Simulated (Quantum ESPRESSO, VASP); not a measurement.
The input files of a VASP run:

INCAR:
```
ISIF=2
NELM=100
GGA=PS
LCHARG=.False.
EDIFF=1E-6
PREC=Accurate
ISMEAR=-1   ! Fermi-Dirac
LASPH=.True.   ! aspherical one-centre terms
ENCUT=300   ! plane-wave cut-off (eV)
LMAXMIX=4
LWAVE=.False.
SYSTEM=FeAs2
LREAL=.False.   ! projection in real space or not
SIGMA=0.01
ALGO=Normal
```

POSCAR:
```
FeAs2
1
    5.2461000000     0.0000000000     0.0000000000
    0.0000000000     5.9602200000     0.0000000000
    0.0000000000     0.0000000000     2.8738800000
Fe As
2 4
Direct
  0.0047890000  -0.0047950000   0.0028550000
  0.4840050000   0.4997400000   0.4972430000
  0.1862570000   0.3628210000  -0.0164440000
  0.8268400000   0.6398760000   0.0041050000
  0.6744140000   0.1462990000   0.4933260000
  0.3236950000   0.8560580000   0.5189160000
```

### KPOINTS
```
Automatic mesh
0
Gamma
3 3 5
0 0 0
```

POTCAR, in this order: Fe As (PBE.64 set). Program: vasp_std.

Question: Write an input for Quantum ESPRESSO that does the same calculation.

Answer: One input that does it (PBEsol, PSlibrary ultrasoft (PBE) pseudopotentials):
```
&control
  calculation = 'scf',
  prefix = 'FeAs2',
  outdir = './tmp',
  pseudo_dir = './',
  tprnfor = .true.,
  tstress = .true.,
/
&system
  ibrav = 0,
  nat = 6,
  ntyp = 2,
  ecutwfc = 55,
  ecutrho = 330,
  occupations = 'smearing',
  smearing = 'fermi-dirac',
  degauss = 0.000734986,
  input_dft = 'pbesol',
/
&electrons
  conv_thr = 1e-10,
/
ATOMIC_SPECIES
Fe    55.8450  Fe.pbe-n-rrkjus_psl.1.0.0.UPF
As    74.9216  As.pbe-n-rrkjus_psl.1.0.0.UPF
CELL_PARAMETERS angstrom
   5.246100000     0.000000000     0.000000000
   0.000000000     5.960220000     0.000000000
   0.000000000     0.000000000     2.873880000
ATOMIC_POSITIONS crystal
Fe    0.004789000   -0.004795000    0.002855000
Fe    0.484005000    0.499740000    0.497243000
As    0.186257000    0.362821000   -0.016444000
As    0.826840000    0.639876000    0.004105000
As    0.674414000    0.146299000    0.493326000
As    0.323695000    0.856058000    0.518916000
K_POINTS automatic
3 3 5  0 0 0
```
Both are inputs of real runs that ended normally. What can't carry over is the choice of potentials or basis and its cut-off, and each code's defaults.

The structure comes from a computed database's FeAs2 entry; how it stands against other phases isn't given here. The cell was not relaxed at this level, atoms are displaced from their ideal sites, and it may have been scaled.
